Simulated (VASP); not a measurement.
CsRu2:

```
Cs Ru
1.0
     4.12925    0.00000    0.00000
     0.00000    4.12925    0.00000
     0.00000    0.00000    5.65381
Cs Ru
1 2
Direct
  0.00000 0.00000 0.50000
  0.50000 0.50000 0.50000
  0.00000 0.00000 0.00000
```

The cell was built by a generator and needn't be a form met in nature.

The cell isn't the ideal one: random cell by space group and Wyckoff sites (P4/mmm, No. 123).

```yaml
Program: VASP 6.6.1
Task: relaxation of cell and atoms
Functional: PBE
Potentials_or_basis: VASP PAW PBE potentials, release 64 (Cs_sv, Ru_pv)
Cutoff: 600 eV
k_mesh: 4 × 4 × 4
Occupations: gaussian, width 0.1 eV
Spin: no spin polarisation
```

At the start: pressure -7.4 GPa; volume 32.13 Å³/atom.

Problem. Where does the relaxation end?

Solution. Over 3 steps the energy falls by 274.0 meV/atom and the volume is 24.04 Å³/atom (-25.2 %); space group P4/mmm (No. 123, to 0.05 Å).

Step by step:
```
step  energy change (eV)  largest force (eV/Å)  pressure (GPa)  volume (Å³)
   1              0.0000                0.0000           -7.40        96.40
   2             -0.7621                0.0000           -3.64        77.14
   3             -0.8221                0.0000            0.09        72.13
```

Final structure:
```xyz
3
Lattice="3.7581 0.0000 0.0000 0.0000 3.7581 0.0000 0.0000 0.0000 5.1072" Properties=species:S:1:pos:R:3 pbc="T T T"
Cs    0.0000    0.0000    2.5536
Ru    1.8791    1.8791    2.5536
Ru    0.0000    0.0000    0.0000
```

Caveat: the k mesh is coarse (spacing up to 0.38 Å⁻¹), so the values aren't converged; the volume moved by over 15 % at a fixed basis, so the end points are rough.
